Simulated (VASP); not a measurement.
Data:

```
HfO2
1.0
    0.00000     2.53630     2.53630
    2.53630     0.00000     2.53630
    2.53630     2.53630     0.00000
Hf O
1 2
Cartesian
  0.00000   0.00000   0.00000
  1.26815   1.26815   1.26815
  3.80445   3.80445   3.80445
```

The numbers are results of PW91 GGA, VASP's PBE PAW potentials (set 64) (plane waves; VASP), not measurements. Settings: 520 eV cut-off, Gaussian smearing of 0.050 eV, potentials Hf_pv O.

Unless said otherwise, spin-orbit coupling is left out, though it shifts the bands of the heavy elements here.

Q: Predict the band gap (along the path) with the smallest direct gap where there is one.

A: 
band gap (along the path): 3.80 eV
smallest direct gap (along the path): 3.80 eV

Only differences to runs with the same potentials and settings are physical.

The compound is HfO2 in the fluorite structure, the high-temperature cubic form, which is unstable at 0 K; the monoclinic form is the stable one. It was relaxed first.
